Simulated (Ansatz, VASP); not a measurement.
# CaGe23O47 (glassy 96GeO2-4CaO (mol %)) in two plane-wave programs, part 3 of 3

Aim: how closely do two programs agree when they are given the same cell, functional and k mesh? Of the first pair: The structure shown is the start of the Ansatz relaxation below; VASP solves that cell, so the two are compared at the walk's first step.

VASP 6.6.1 and Ansatz 0.2.0.

So far. Step 3 (VASP: single point, PBE, start cell, pair 1): The run ends at a pressure of 4.97 GPa, with forces up to 4.3 eV/Å.

### 6. VASP: single point, PBE, relaxed cell, pair 2

Level of this step: PBE; plane waves and PAW (Ge_d, Ca_sv, O) (VASP).

The same cell, functional, mesh and smearing now go to VASP, with its own data sets.

File INCAR:

```
SYSTEM = CaGe23O47
PREC = Accurate
ENCUT = 600
EDIFF = 1E-06
NELM = 120
ISMEAR = -1
SIGMA = 0.05
LREAL = Auto
ALGO = Normal
GGA = PE
NBANDS = 360
LORBIT = 11
LWAVE = .FALSE.
LCHARG = .FALSE.
ISIF = 2
LASPH = .TRUE.
GGA_COMPAT = .FALSE.
EFERMI = MIDGAP
NCORE = 2
```

File POSCAR:

```
CaGe23O47
1.0
   10.2325520000     -0.1147570000     -0.1474590000
   -0.1147570000     10.2498260000      0.0886880000
   -0.1474590000      0.0886880000     10.2832540000
Ge Ca O
23 1 47
Direct
    0.5220600000      0.6066400000      0.6587300000
    0.3858500000      0.5371000000      0.3781400000
    0.0938000000      0.1977300000      0.1190600000
    0.7915700000      0.0897100000      0.4172200000
    0.5935600000      0.1145700000      0.1751900000
    0.9553200000      0.7959300000      0.7643600000
    0.2110500000      0.4419900000      0.9750900000
    0.3839600000      0.3351400000      0.7632900000
    0.1101100000      0.7409700000      0.0357600000
    0.4401000000      0.9010500000      0.7417600000
    0.9037200000      0.5912600000      0.2124100000
    0.3609300000      0.0824500000      0.9719300000
    0.4942600000      0.4035600000      0.1526800000
    0.8246800000      0.0564800000      0.0167000000
    0.3016200000      0.9434600000      0.4350900000
    0.7395900000      0.0074700000      0.7285600000
    0.3775100000      0.7814700000      0.1931200000
    0.6866700000      0.7485900000      0.0897900000
    0.2449500000      0.2557100000      0.4840700000
    0.8439700000      0.5966600000      0.5763300000
    0.7503100000      0.4823000000      0.9716500000
    0.9716800000      0.3461500000      0.3962100000
    0.0050000000      0.8597200000      0.4823700000
    0.9791400000      0.3683700000      0.7478000000
    0.1309000000      0.5908900000      0.9578700000
    0.7441100000      0.9097500000      0.0617100000
    0.3226000000      0.9664400000      0.8466500000
    0.8824600000      0.4337600000      0.5502200000
    0.0810400000      0.2897100000      0.5303600000
    0.4898100000      0.0173700000      0.0709500000
    0.4188700000      0.2336000000      0.9002600000
    0.4035400000      0.6133600000      0.5298300000
    0.7517600000      0.0995700000      0.5836300000
    0.8410900000      0.0892300000      0.8466000000
    0.0851700000      0.3184300000      0.9875300000
    0.3006900000      0.6472400000      0.2745300000
    0.5121800000      0.4500100000      0.7365300000
    0.3965000000      0.9203400000      0.5773300000
    0.7241000000      0.1769400000      0.0800700000
    0.0225100000      0.8355800000      0.9171700000
    0.1598300000      0.8425400000      0.4142500000
    0.4081300000      0.9037600000      0.3095800000
    0.7354000000      0.6585000000      0.9542400000
    0.2561900000      0.8267700000      0.0744900000
    0.7915500000      0.8445000000      0.7299900000
    0.5767200000      0.0051100000      0.7777500000
    0.8266100000      0.2509800000      0.3648800000
    0.5283800000      0.5003500000      0.2925600000
    0.8993800000      0.7212800000      0.4645300000
    0.3292800000      0.4359600000      0.0992100000
    0.2400300000      0.4210700000      0.8047500000
    0.4980000000      0.2452400000      0.2217900000
    0.0810500000      0.2656100000      0.2723900000
    0.4768800000      0.7321000000      0.7668800000
    0.2948200000      0.3910500000      0.3907800000
    0.5891600000      0.4354900000      0.0192100000
    0.7999500000      0.4064200000      0.8370800000
    0.3427500000      0.2366500000      0.6293500000
    0.2605200000      0.1072000000      0.4051700000
    0.5147300000      0.7388000000      0.1043500000
    0.0459900000      0.8902600000      0.6493700000
    0.6747200000      0.6268000000      0.5859800000
    0.6562800000      0.0347500000      0.3188700000
    0.0103600000      0.7234200000      0.1699300000
    0.9804200000      0.0678800000      0.0903300000
    0.8671200000      0.4630200000      0.1037100000
    0.9935100000      0.5085500000      0.3353300000
    0.7553200000      0.6762000000      0.2346600000
    0.2427700000      0.1184900000      0.0872400000
    0.9459600000      0.6279900000      0.7216200000
    0.9302500000      0.9923900000      0.4001700000
```

File KPOINTS:

```
Automatic mesh
0
Gamma
1 1 1
0 0 0
```

The projector-augmented-wave data sets are Ge_d, Ca_sv and O (PBE family, release 64).

Started as:

```
$ mpirun -np 8 vasp_gam
```

Numbers of over 12 decimals in the logs are rounded to 6 here.

Output:

```text
[... set-up lines as in an earlier step ...]
 entering main loop
       N       E                     dE             d eps       ncg     rms          rms(c)
DAV:   1     0.216654214806E+05    0.21665E+05   -0.22005E+05   912   0.495E+03
DAV:   2     0.533581197905E+04   -0.16330E+05   -0.15308E+05   720   0.144E+03
DAV:   3     0.373426722745E+03   -0.49624E+04   -0.46793E+04   776   0.432E+02
DAV:   4    -0.467625167887E+03   -0.84105E+03   -0.82205E+03   840   0.196E+02
[...]
DAV:  19    -0.450853658785E+03    0.88326E-06   -0.18727E-05  1000   0.415E-02    0.444E-03
DAV:  20    -0.450853659263E+03   -0.47837E-06   -0.11963E-05   664   0.170E-02    0.200E-03
DAV:  21    -0.450853659709E+03   -0.44607E-06   -0.49034E-06   536   0.119E-02
   1 F= -.45085366E+03 E0= -.45085366E+03  d E =-.394540E-08
```

Parts of OUTCAR (step 6):

```text
 POSITION                                       TOTAL-FORCE (eV/Angst)
 -----------------------------------------------------------------------------------
      5.17525      6.21647      6.75071         0.025006     -0.001140     -0.009454
      3.83083      5.49444      3.87925        -0.042622     -0.011524      0.004888
      0.91957      2.02649      1.22803         0.009269     -0.027086      0.021336
      8.02796      0.86568      4.18161        -0.006692      0.010068     -0.017028
      6.03465      1.12174      1.72416        -0.020329      0.015139      0.016571
      9.57131      8.11630      7.78983         0.010847      0.009113      0.033035
      1.96507      4.59258     10.03518        -0.025377      0.042377      0.009332
      3.77788      3.45876      7.82221         0.029068     -0.014351     -0.004483
      1.03640      7.58535      0.41721        -0.004235      0.009286     -0.000181
      4.29057      9.25089      7.64272        -0.015376      0.007742     -0.026885
      9.14819      5.97544      2.10344         0.035848      0.006182      0.035703
      3.54045      0.88988      9.94869        -0.009512     -0.000919      0.026395
      4.98872      4.09324      1.53296        -0.003504      0.000652     -0.011039
      8.42964      0.48575      0.05513         0.016991     -0.015402      0.047761
[...]
-----------------------------------------------------------------------------------
    total drift:                               -0.004025     -0.011113     -0.011466

  FREE ENERGIE OF THE ION-ELECTRON SYSTEM (eV)
  ---------------------------------------------------
  free  energy   TOTEN  =      -450.8536597093 eV

  energy  without entropy=     -450.8536597053  energy(sigma->0) =     -450.85365971

[... 1 part as in an earlier step ...]
```

The run ends at a pressure of -0.44 GPa, with forces up to 0.12 eV/Å.

### 7. Comparison

What differs besides the data sets and the points named for the pairs above, as far as they apply: the cutoff is 420 eV in Ansatz and 600 eV in VASP (PREC = Accurate, projectors in real space). Total energies have different zeros and are not compared.

Compared:

```csv
quantity,Ansatz,VASP,difference
pressure (GPa),-0.02,-0.44,+0.42
gap on the k mesh (eV),2.137,2.105,+0.031
```

Forces on 7 of the 71 atoms, those with the largest forces and the largest differences (eV/Å; atoms numbered as in POSCAR):

```csv
atom,"Ansatz x, y, z","VASP x, y, z"
Ge14,"-0.007, 0.004, 0.021","0.017, -0.015, 0.048"
Ge18,"-0.006, -0.001, 0.016","-0.032, 0.048, 0.005"
Ge19,"0.002, 0.000, -0.005","0.021, -0.012, -0.052"
Ge21,"0.001, 0.001, 0.006","-0.011, -0.053, -0.050"
Ge23,"-0.001, -0.001, 0.000","0.009, -0.001, -0.050"
Ca24,"0.005, -0.010, -0.003","0.065, -0.041, -0.005"
O57,"-0.010, 0.007, 0.010","-0.074, 0.045, 0.079"
```

The forces differ by 21 meV/Å r.m.s., where the r.m.s. force is 0.006 eV/Å in Ansatz and 0.022 eV/Å in VASP: the atoms lie near their places of rest in Ansatz, so a percentage would say little (all taken over all components). A gap on the mesh is an upper bound, since the band edges may lie between its points.

### 8. What came out

```
r.m.s. force difference (single point, PBE, start cell, pair 1)   : 2.6 % of the r.m.s. force
r.m.s. force difference (single point, PBE, relaxed cell, pair 2) : 21 meV/Å
```

**Reading.** The r.m.s. force difference is 21 meV/Å (single point, PBE, relaxed cell, pair 2), beyond the 12 meV/Å picked in this series as the mark of a large difference. What causes the difference of the single point, PBE, relaxed cell, pair 2 pair stays open here. Such differences can come from data sets, numerical settings and the points named under the comparisons, not from the functional's error against experiment.

[Lines on the potential files, build, host, timing and source positions are cut from VASP's logs without a mark.]

[Logs are printed without paths, hosts, clocks, repeated set-up lines and the standing remarks that a program may print on its own settings, such as how far it seeks lower states.]

[Hosts, paths, dates, database ids (printed as entryN), source tags and the programs' standing remarks are cut or masked in the printed files.]
